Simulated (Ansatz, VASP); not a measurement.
In3Cu in VASP and in Ansatz

```xyz
4
Lattice="4.4436 0.0000 0.0000 0.0000 4.4436 0.0000 0.0000 0.0000 4.4436" Properties=species:S:1:pos:R:3 pbc="T T T"
In    0.0000    2.2218    2.2218
In    2.2218    0.0000    2.2218
In    2.2218    2.2218    0.0000
Cu    0.0000    0.0000    0.0000
```

Alike in both runs: task single point; functional LDA; k mesh 10 × 10 × 10; occupations gaussian, width 0.15 eV; no spin polarisation.

|  | VASP | Ansatz |
| --- | --- | --- |
| version | VASP 6.6.1 | Ansatz 0.2.0 |
| potentials or method | VASP PAW LDA potentials, release 64 (In_d, Cu) | scalar-relativistic, plane waves, PAW |
| plane-wave cutoff (eV) | 520 | 520 |
| valence electrons in the cell | 50 | 58 |

|  | VASP | Ansatz | Ansatz less VASP |
| --- | --- | --- | --- |
| gap on the k mesh at the Fermi level (eV) | none | none | - |
| pressure (GPa) | -4.0 | -4.1 | -0.04 |

A gap of «none» marks a metal or a gap that the smearing closes. The two sets of potentials don't hold the same shells in valence.
